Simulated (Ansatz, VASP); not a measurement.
# Cross-check of H109C4NO49 between VASP and Ansatz

Aim: how closely do two programs agree when they are given the same cell, functional and k mesh? The cell is taken from a series of runs on this material, whose earlier steps may have relaxed, scaled, displaced or heated it; both programs get it as it stands.

Method: plane waves, with VASP 6.6.1 beside it; single point at PBE with D3(BJ), in Ansatz 0.2.0.

### Step 1. Starting point

The cell holds 163 atoms: 4 C, 1 N, 109 H and 49 O. Cell: a = 11.657 Å, b = 11.657 Å, c = 11.657 Å, α = 90.0°, β = 90.0°, γ = 90.0°.

### Step 2. Ansatz: single point, PBE with D3(BJ)

Ansatz runs on its default PAW (the set named soft_2) files.

A single point gives forces, pressure and levels at one fixed geometry, so differences don't come from the geometry; what else differs is listed under the comparison.

input.yaml reads:

```yaml
crystal:
  lattice:
    - [11.65719, 0.0, 0.0]
    - [0.0, 11.65719, 0.0]
    - [0.0, 0.0, 11.65719]
  atoms:
    - { symbol: C, position: [0.70119, 0.33831, 0.4443] }
    - { symbol: "N", position: [0.74002, 0.23006, 0.49621] }
    - { symbol: C, position: [0.69064, 0.14012, 0.42323] }
    - { symbol: C, position: [0.69181, 0.22712, 0.61883] }
    - { symbol: C, position: [0.86633, 0.22561, 0.49444] }
    - { symbol: H, position: [0.73383, 0.40918, 0.48667] }
    - { symbol: H, position: [0.60875, 0.3487, 0.44959] }
    - { symbol: H, position: [0.72862, 0.33778, 0.35513] }
    - { symbol: H, position: [0.69488, 0.15732, 0.32675] }
    - { symbol: H, position: [0.74399, 0.06462, 0.43154] }
    - { symbol: H, position: [0.60612, 0.12584, 0.45275] }
    - { symbol: H, position: [0.72085, 0.30559, 0.66458] }
    - { symbol: H, position: [0.59714, 0.22037, 0.61822] }
    - { symbol: H, position: [0.72484, 0.1481, 0.65652] }
    - { symbol: H, position: [0.89486, 0.13453, 0.51871] }
    - { symbol: H, position: [0.89298, 0.2484, 0.41237] }
    - { symbol: H, position: [0.88937, 0.29085, 0.55245] }
    - { symbol: O, position: [0.21067, 0.52755, 0.83094] }
    - { symbol: H, position: [0.14815, 0.53438, 0.88928] }
    - { symbol: H, position: [0.26748, 0.46864, 0.85667] }
    - { symbol: O, position: [0.93159, 0.03617, 0.18783] }
    - { symbol: H, position: [0.85455, 0.06806, 0.16766] }
    - { symbol: H, position: [0.98447, 0.10035, 0.20892] }
    - { symbol: O, position: [0.98318, 0.36204, 0.81448] }
    - { symbol: H, position: [0.98961, 0.2769, 0.82274] }
    - { symbol: H, position: [0.02184, 0.38674, 0.742] }
    - { symbol: O, position: [0.39172, 0.57371, 0.50067] }
    - { symbol: H, position: [0.34578, 0.50779, 0.47064] }
    - { symbol: H, position: [0.34463, 0.61806, 0.55702] }
    - { symbol: O, position: [0.88561, 0.76163, 0.87909] }
    - { symbol: H, position: [0.94221, 0.81275, 0.91836] }
    - { symbol: H, position: [0.85507, 0.70436, 0.93518] }
    - { symbol: O, position: [0.32908, 0.35873, 0.93844] }
    - { symbol: H, position: [0.29618, 0.30584, 0.99743] }
    - { symbol: H, position: [0.40879, 0.33376, 0.91893] }
    - { symbol: O, position: [0.05119, 0.49518, 0.9876] }
    - { symbol: H, position: [0.98656, 0.55158, 0.98802] }
    - { symbol: H, position: [0.02581, 0.42289, 0.94901] }
    - { symbol: O, position: [0.80744, 0.66778, 0.67184] }
    - { symbol: H, position: [0.72375, 0.66672, 0.69063] }
    - { symbol: H, position: [0.85176, 0.69464, 0.74021] }
    - { symbol: O, position: [0.35087, 0.02302, 0.34547] }
    - { symbol: H, position: [0.3482, 0.01443, 0.26016] }
    - { symbol: H, position: [0.27099, 0.0294, 0.37608] }
    - { symbol: O, position: [0.9273, 0.39268, 0.19988] }
[... 2 lines left out ...]
    - { symbol: O, position: [0.52293, 0.44607, 0.76046] }
[... 2 lines left out ...]
    - { symbol: O, position: [0.18102, 0.59006, 0.15789] }
[... 2 lines left out ...]
    - { symbol: O, position: [0.16906, 0.77126, 0.50053] }
[... 2 lines left out ...]
    - { symbol: O, position: [0.36204, 0.86535, 0.87047] }
[... 2 lines left out ...]
    - { symbol: O, position: [0.24589, 0.09075, 0.70997] }
[... 2 lines left out ...]
    - { symbol: O, position: [0.66688, 0.06893, 0.8595] }
[... 2 lines left out ...]
    - { symbol: O, position: [0.53417, 0.73827, 0.56694] }
[... 2 lines left out ...]
    - { symbol: O, position: [0.11012, 0.16071, 0.46166] }
[... 2 lines left out ...]
    - { symbol: O, position: [0.48939, 0.66887, 0.26514] }
[... 2 lines left out ...]
    - { symbol: O, position: [0.56521, 0.28291, 0.92415] }
[... 2 lines left out ...]
    - { symbol: O, position: [0.73968, 0.79882, 0.46921] }
[... 2 lines left out ...]
    - { symbol: O, position: [0.88826, 0.6236, 0.27394] }
[... 2 lines left out ...]
    - { symbol: O, position: [0.70892, 0.08743, 0.08974] }
[... 2 lines left out ...]
    - { symbol: O, position: [0.93344, 0.54728, 0.51299] }
[... 2 lines left out ...]
    - { symbol: O, position: [0.12831, 0.55726, 0.38653] }
[... 2 lines left out ...]
    - { symbol: O, position: [0.02094, 0.957, 0.58779] }
[... 2 lines left out ...]
    - { symbol: O, position: [0.10696, 0.43464, 0.64013] }
[... 2 lines left out ...]
    - { symbol: O, position: [0.06829, 0.21143, 0.23151] }
[... 2 lines left out ...]
    - { symbol: O, position: [0.78211, 0.83608, 0.24614] }
[... 2 lines left out ...]
    - { symbol: O, position: [0.38163, 0.00919, 0.0962] }
[... 35 lines left out ...]
    - { symbol: O, position: [0.28425, 0.6979, 0.68957] }
[... 2 lines left out ...]
    - { symbol: O, position: [0.82572, 0.34403, 0.98993] }
[... 2 lines left out ...]
    - { symbol: O, position: [0.54933, 0.87574, 0.18466] }
[... 2 lines left out ...]
    - { symbol: O, position: [0.34808, 0.30407, 0.66681] }
[... 1 line left out ...]
    - { symbol: H, position: [0.30189, 0.23216, 0.6742] }
    - { symbol: O, position: [0.22288, 0.7849, 0.05292] }
    - { symbol: H, position: [0.27447, 0.77119, 0.98577] }
    - { symbol: H, position: [0.20757, 0.71054, 0.09286] }
    - { symbol: O, position: [0.29414, 0.21952, 0.13284] }
    - { symbol: H, position: [0.3299, 0.25678, 0.20133] }
    - { symbol: H, position: [0.33501, 0.14608, 0.11565] }
    - { symbol: O, position: [0.02198, 0.91716, 0.00821] }
    - { symbol: H, position: [0.09535, 0.876, 0.02502] }
    - { symbol: H, position: [0.99162, 0.95212, 0.08042] }
    - { symbol: O, position: [0.26081, 0.37024, 0.4582] }
    - { symbol: H, position: [0.24409, 0.35422, 0.37975] }
kpoints:
  mp_grid: { grid: [1, 1, 1] }
hamiltonian:
  xc: pbe
  dispersion: d3bj
scf:
  occupations: { method: fixed }
output:
  forces: true
  stress: true
  populations: true
  dos:
    method: { smearing: { sigma: 0.1 } }
    de: 0.1
    projected: { site_lists: { C: [C], H: [H], "N": ["N"], O: [O] } }
  eigenvalues: true
```

The run is started by

```console
$ ansatz run input.yaml --threads 4 --pin off --max-ram 8192MiB --backend cpu --events-out ev --progress --plain --runs-dir out
```

Numbers of over 12 decimals in the logs are rounded to 6 here.

Log:

```text
Engine: ansatz 0.2.0, aarch64-unknown-linux-gnu
Pseudopotentials: kind: paw
Pseudopotential: C, paw, valence charge 4, recommended cutoff 420 eV (normal), C.paw.azcp
Pseudopotential: N, paw, valence charge 5, recommended cutoff 420 eV (normal), N.paw.azcp
Pseudopotential: H, paw, valence charge 1, recommended cutoff 420 eV (normal), H.paw.azcp
Pseudopotential: O, paw, valence charge 6, recommended cutoff 420 eV (normal), O.paw.azcp
Functional definition: PBE
  parameter kappa = 0.804
  parameter beta = 0.066725
  exchange = pbe_x(kappa = kappa, mu = beta*pi^2/3)
  correlation = pbe_c(beta = beta)
Crystal: 163 atoms, lattice volume = 1584.096 Å³
Basis set: ecut = 420 eV, 31103 PW (Γ), exchange–correlation on 160×160×160 points (8 copies of the dense FFT grid, shifted against one another)
Bands: 375, of which v1, the nominal top of the filled ones, is band 212 counted from 1 (211 counted from 0)
Symmetry: 1 space group operations
Space group: P1 (ITA 1), of the structure as read, at distance tolerance 1.2e-4 Å
k-points: 1
Non-local potential: C, projectors of the file, l = 0: 2, l = 1: 2, l = 2: 1
Non-local potential: N, projectors of the file, l = 0: 2, l = 1: 2, l = 2: 1
Non-local potential: H, projectors of the file, l = 0: 2, l = 1: 1
Non-local potential: O, projectors of the file, l = 0: 2, l = 1: 2, l = 2: 1
PAW form: soft (Blöchl's): semilocal exchange-correlation on the pseudo side does not see the compensation charge
PAW one-centre angular grid: C, 110 points (default); XC on 64 Gauss nodes
PAW one-centre angular grid: N, 110 points (default); XC on 64 Gauss nodes
PAW one-centre angular grid: H, 110 points (default); XC on 64 Gauss nodes
PAW one-centre angular grid: O, 110 points (default); XC on 64 Gauss nodes
Initial density: superposition of atomic densities (neutral atoms: chi_scale 0, normalization atom), corrected by the library's trained network
Initial wavefunctions: pseudopotential atomic-orbital guess
Functional: x = pbe(κ = 0.804, μ = 0.219515), c = pbe(β = 0.066725)
SCF iter   1: F=—  HF=-30950.411396 eV  |F-HF|=—  |Δ(HF+E_count)|=         —  Δρ=3.35e-3  dr2=2.14e-1  ethr=1.77e-3  ⟨swp⟩=5.0  Hψ=1279  notcnv=0  defer=160
preconditioner: auto → Resta (q_TF=auto, 2.190 Å⁻¹)  ε∞=2.2  [insulator: Δε(μ)=4.296 eV  Ē_g=17.730 eV  n_scr=256 (ndim 8)  ℏωp=19.2 eV  f_vac=0.271  ε∞_Penn≈2.2]
SCF iter   2: F=—  HF=-30950.331128 eV  |F-HF|=—  |Δ(HF+E_count)|=   8.03e-2  Δρ=1.45e-3  dr2=4.29e-2  ethr=5.04e-5  ⟨swp⟩=2.0  Hψ=646  notcnv=0  defer=161
SCF iter   3: F=—  HF=-30950.300558 eV  |F-HF|=—  |Δ(HF+E_count)|=   3.06e-2  Δρ=6.48e-4  dr2=1.08e-2  ethr=1.01e-5  ⟨swp⟩=3.0  Hψ=434  notcnv=0  defer=161
SCF iter   4: F=—  HF=-30950.297191 eV  |F-HF|=—  |Δ(HF+E_count)|=   3.37e-3  Δρ=2.31e-4  dr2=1.02e-3  ethr=2.55e-6  ⟨swp⟩=3.0  Hψ=434  notcnv=0  defer=161
SCF iter   5: F=—  HF=-30950.297065 eV  |F-HF|=—  |Δ(HF+E_count)|=   1.26e-4  Δρ=1.23e-4  dr2=2.09e-4  ethr=2.40e-7  ⟨swp⟩=2.0  Hψ=603  notcnv=0  defer=158
SCF iter   6: F=—  HF=-30950.297038 eV  |F-HF|=—  |Δ(HF+E_count)|=   2.74e-5  Δρ=4.58e-5  dr2=2.81e-5  ethr=4.92e-8  ⟨swp⟩=3.0  Hψ=433  notcnv=0  defer=156
SCF iter   7: F=—  HF=-30950.297010 eV  |F-HF|=—  |Δ(HF+E_count)|=   2.73e-5  Δρ=1.46e-5  dr2=2.71e-6  ethr=6.64e-9  ⟨swp⟩=2.0  Hψ=538  notcnv=0  defer=156
SCF iter   8: F=—  HF=-30950.297011 eV  |F-HF|=—  |Δ(HF+E_count)|=   1.01e-6  Δρ=7.14e-6  dr2=6.57e-7  ethr=6.39e-10  ⟨swp⟩=3.0  Hψ=433  notcnv=0  defer=156
SCF iter   9: F=-30950.297011 eV  HF=-30950.297011 eV  |F-HF|=1.59e-8  |Δ(HF+E_count)|=   4.13e-8  Δρ=1.65e-6  dr2=3.16e-8  ethr=2.36e-11  ⟨swp⟩=15.0  Hψ=2867  notcnv=0
SCF 1 converged in 9 iterations: F = -30950.297011 eV  dr2 = 3.16e-8
  greatest PAW one-centre occupation: 0.864 electrons in one spin orbital (limit 2), on the O atom at site 101 (counted from 0), in its partial waves of l = 0
SCF converged after 9 iterations
Free energy (F): -30950.297011 eV
Harris-Foulkes:  -30950.297011 eV  (|F-HF|=1.59e-8)
Internal energy: -30950.297011 eV  (E = F + TS)
E sigma→0 (E₀):  -30950.297011 eV
Fermi energy:    -2.014861 eV
--- Per-component energies (eV) ---
  E_band       = -3988.497690
  E_kinetic    = 10550.348156
  E_local      = -32990.697656  (includes V_loc(G=0)·N_el)
  E_nonlocal   = 2695.838860
  E_hartree    = 11892.542587
  E_xc         = -4801.091078
  E_vxc        = -6129.029441  (∫ρ·V_xc dr)
  E_paw        = -8356.073235  (= ΣΔE_a)
  E_vpaw       = -1900.043918  (= ΣTr[D̂ρ^β])
  E_aug_tail   = -0.005501  (compensation charges beyond the density's cutoff)
  E_ewald      = -9935.351536
  E_disp       = -5.807608  (pairwise vdW)
  E_smearing   = -0.000000  (= −TS)
  E_closure    = -0.000000  (closes the sum)
  Σ components = -30950.297011   (vs F -30950.297011, Δ=0.00e0)
--- Forces (eV/Å), atoms counted from 1 ---
  atom   1  C     -0.79107305    -0.16471090    -1.21516078
[...]
atom 143  H      0.01785382     0.55140040     0.25395138
  atom 144  O     -0.55614211    -0.34948271    -0.43642763
  atom 145  H     -0.92455814     0.21681244     0.19957260
  atom 146  H      1.00122307     0.36360635     0.06146496
  atom 147  O      0.37095823    -0.01969783    -0.48785835
  atom 148  H      0.33473439     0.23094105    -0.17945319
  atom 149  H     -0.65319988    -0.30328782     0.54212942
  atom 150  O     -0.00341374     0.25197402    -0.44987673
  atom 151  H     -0.15914378    -0.99350000     0.53104685
  atom 152  H      0.33796203     0.77695134    -0.23891728
  atom 153  O      0.50224409     0.18121225    -0.82763629
  atom 154  H     -1.00682196     0.19865117     1.06877400
  atom 155  H      0.09693878     0.25505012    -0.23351527
  atom 156  O     -0.21242833     0.55189051     0.62630695
  atom 157  H     -0.08836456    -0.72793187    -0.91700193
  atom 158  H      0.13262684     0.10321425     0.32233575
  atom 159  O      0.38336800    -0.05685450    -0.09314913
  atom 160  H     -0.39257760     0.10897496     0.12335274
  atom 161  H      0.19098634    -0.15420047    -0.28371844
  atom 162  O      0.23239209     0.43163919     0.63255598
  atom 163  H     -0.25420962    -0.31869803    -0.80568524
  max |Σ_I F_I| component: 7.34e-5 eV/Å
--- Stress (GPa, compression-positive) ---
       -1.349126       0.326891       0.294082
        0.326891      -2.002118      -0.483373
        0.294082      -0.483373      -2.436401
  P = ⅓ Tr σ = -1.9292 GPa (-19.292 kbar)
--- Band table (eV) ---
  k-point 0: bands = [... 208 lower, -2.3321, -2.2881, -2.1909, -2.0149, 2.1376, 3.3375, 3.4360, 3.5638, ... 159 higher]
--- Löwdin populations: 163 sites ---
  site symbol       q [e]
     0      C      4.3713
     1      N      4.8439
     2      C      4.3473
     3      C      4.3430
     4      C      4.3388
     5      H      0.7640
     6      H      0.7701
     7      H      0.7864
     8      H      0.8003
     9      H      0.7821
    10      H      0.7644
    11      H      0.7803
    12      H      0.7675
    13      H      0.7856
    14      H      0.8079
    15      H      0.7625
    16      H      0.7800
    17      O      6.6792
    18      H      0.6184
    19      H      0.6132
    20      O      6.7121
    21      H      0.6146
    22      H      0.6189
    23      O      6.7142
[...]
155      O      6.6746
   156      H      0.6198
   157      H      0.6108
   158      O      6.7292
   159      H      0.6141
   160      H      0.6218
   161      O      6.8359
   162      H      0.6394
  spilling = 0.011239 (of n_electrons = 424.000000)
```

In the SCF lines HF is the Harris–Foulkes energy and dr2 the Hartree energy of the density residual, in eV; the loop may stop once dr2 is under the threshold and the program's other checks hold. Hψ counts applications of the Hamiltonian.

### Step 3. VASP: single point, PBE with D3(BJ)

The same cell, functional and mesh now go to VASP, with its own data sets.

Lines of VASP's logs that name or quote its potential files are left out, and so is its time.

INCAR reads:

```
SYSTEM = H109C4NO49
PREC = Accurate
ENCUT = 600
EDIFF = 1E-06
NELM = 120
ISMEAR = 0
SIGMA = 0.01
LREAL = Auto
ALGO = Normal
GGA = PE
IVDW = 12
NBANDS = 326
LORBIT = 11
LWAVE = .FALSE.
LCHARG = .FALSE.
ISIF = 2
LASPH = .TRUE.
GGA_COMPAT = .FALSE.
EFERMI = MIDGAP
```

POSCAR reads:

```
H109C4NO49
1.0
   11.6571900000      0.0000000000      0.0000000000
    0.0000000000     11.6571900000      0.0000000000
    0.0000000000      0.0000000000     11.6571900000
C N H O
4 1 109 49
Direct
    0.7011900000      0.3383100000      0.4443000000
    0.6906400000      0.1401200000      0.4232300000
    0.6918100000      0.2271200000      0.6188300000
    0.8663300000      0.2256100000      0.4944400000
    0.7400200000      0.2300600000      0.4962100000
    0.7338300000      0.4091800000      0.4866700000
    0.6087500000      0.3487000000      0.4495900000
    0.7286200000      0.3377800000      0.3551300000
    0.6948800000      0.1573200000      0.3267500000
    0.7439900000      0.0646200000      0.4315400000
    0.6061200000      0.1258400000      0.4527500000
    0.7208500000      0.3055900000      0.6645800000
    0.5971400000      0.2203700000      0.6182200000
    0.7248400000      0.1481000000      0.6565200000
    0.8948600000      0.1345300000      0.5187100000
    0.8929800000      0.2484000000      0.4123700000
    0.8893700000      0.2908500000      0.5524500000
    0.1481500000      0.5343800000      0.8892800000
    0.2674800000      0.4686400000      0.8566700000
    0.8545500000      0.0680600000      0.1676600000
    0.9844700000      0.1003500000      0.2089200000
    0.9896100000      0.2769000000      0.8227400000
    0.0218400000      0.3867400000      0.7420000000
    0.3457800000      0.5077900000      0.4706400000
    0.3446300000      0.6180600000      0.5570200000
    0.9422100000      0.8127500000      0.9183600000
    0.8550700000      0.7043600000      0.9351800000
    0.2961800000      0.3058400000      0.9974300000
    0.4087900000      0.3337600000      0.9189300000
    0.9865600000      0.5515800000      0.9880200000
[... 127 atom lines left out ...]
    0.5493300000      0.8757400000      0.1846600000
    0.3480800000      0.3040700000      0.6668100000
    0.2228800000      0.7849000000      0.0529200000
    0.2941400000      0.2195200000      0.1328400000
    0.0219800000      0.9171600000      0.0082100000
    0.2608100000      0.3702400000      0.4582000000
```

KPOINTS reads:

```
Automatic mesh
0
Gamma
1 1 1
0 0 0
```

Potentials, in the order of the species: C, N, H and O (PBE family, release 64).

The run is started by

```console
$ export OMP_NUM_THREADS=3
$ mpirun -np 1 vasp_gam
```

Log:

```text
[banner, memory and clock lines left out]
running    1 mpi-ranks, on    1 nodes
[...]
Offloading initialized ...    1 GPUs detected
[...]
LDA part: xc-table for (Slater+PW92), standard interpolation
 POSCAR, INCAR and KPOINTS ok, starting setup
[...]
entering main loop
       N       E                     dE             d eps       ncg     rms          rms(c)
DAV:   1     0.359953794053E+04    0.35995E+04   -0.24849E+05   668   0.136E+03
DAV:   2    -0.478069904667E+03   -0.40776E+04   -0.38851E+04   802   0.317E+02
DAV:   3    -0.870656587854E+03   -0.39259E+03   -0.38948E+03   808   0.101E+02
DAV:   4    -0.877645517198E+03   -0.69889E+01   -0.69665E+01   800   0.148E+01
[...]
DAV:  18    -0.801543159631E+03    0.32234E-05   -0.25363E-05   744   0.110E-02    0.567E-03
DAV:  19    -0.801543158046E+03    0.15853E-05   -0.16616E-06   608   0.549E-03    0.291E-03
DAV:  20    -0.801543157549E+03    0.49756E-06   -0.16762E-06   576   0.401E-03
   1 F= -.80734998E+03 E0= -.80734998E+03  d E =0.000000E+00
```

OUTCAR, selected parts (step 3):

```text
  FREE ENERGIE OF THE ION-ELECTRON SYSTEM (eV)
  ---------------------------------------------------
  free  energy   TOTEN  =      -807.3499794897 eV

  energy  without entropy=     -807.3499794897  energy(sigma->0) =     -807.34997949
```

The run ends at a pressure of -2.06 GPa, with forces up to 2.8 eV/Å.

### Step 4. Differences

Known differences besides the potentials themselves: fixed occupations in Ansatz, narrow Gaussian smearing in VASP; the cutoff is 420 eV in Ansatz and 600 eV in VASP (PREC = Accurate, projectors in real space). Total energies have different zeros and are not compared.

Both answers:

```
              quantity  Ansatz   VASP  difference
        pressure (GPa)   -1.93  -2.06       +0.13
gap on the k mesh (eV)   4.152  4.144      +0.008
```

Forces on 10 of the 163 atoms, those with the largest forces and the largest differences (eV/Å; atoms numbered as in POSCAR):

```
atom          Ansatz x, y, z            VASP x, y, z
  C2   0.974, -1.029, -1.596   0.953, -1.049, -1.609
  C4   -0.658, -2.294, 1.486   -0.627, -2.294, 1.483
  N5    -1.331, 0.820, 0.113    -1.333, 0.816, 0.138
  H6     1.303, 1.719, 1.152     1.304, 1.728, 1.154
 H15   -0.322, 1.614, -0.267   -0.317, 1.602, -0.264
 H16    0.738, 0.281, -1.884    0.743, 0.282, -1.893
 H17     1.094, 0.762, 1.105     1.099, 0.771, 1.114
 H48   -0.491, 0.559, -0.282   -0.389, 0.543, -0.304
H114  -0.254, -0.319, -0.806  -0.288, -0.352, -0.959
O163     0.232, 0.432, 0.633     0.262, 0.466, 0.786
```

The forces differ by 42 meV/Å r.m.s., which is 8.3 % of the r.m.s. force of 0.500 eV/Å (both taken over all components). A gap on the mesh is an upper bound, since the band edges may lie between its points.

### Step 5. What came out

```
r.m.s. force difference (single point, PBE with D3(BJ)) : 8.3 % of the r.m.s. force
```

The r.m.s. force difference is 8.3 % of the r.m.s. force (single point, PBE with D3(BJ)), beyond the 3 % picked in this series as the mark of a large difference. What causes the difference of the single point, PBE with D3(BJ) pair stays open here. How closely two codes agree says nothing of how well the functional describes the real material.

[Lines on the potential files, build, host, timing and source positions are cut from VASP's logs without a mark.]

[Logs are printed without paths, hosts, clocks, repeated set-up lines and the standing remarks that a program may print on its own settings, such as how far it seeks lower states.]

[Hosts, paths, dates, database ids (printed as entryN), source tags and the programs' standing remarks are cut or masked in the printed files.]
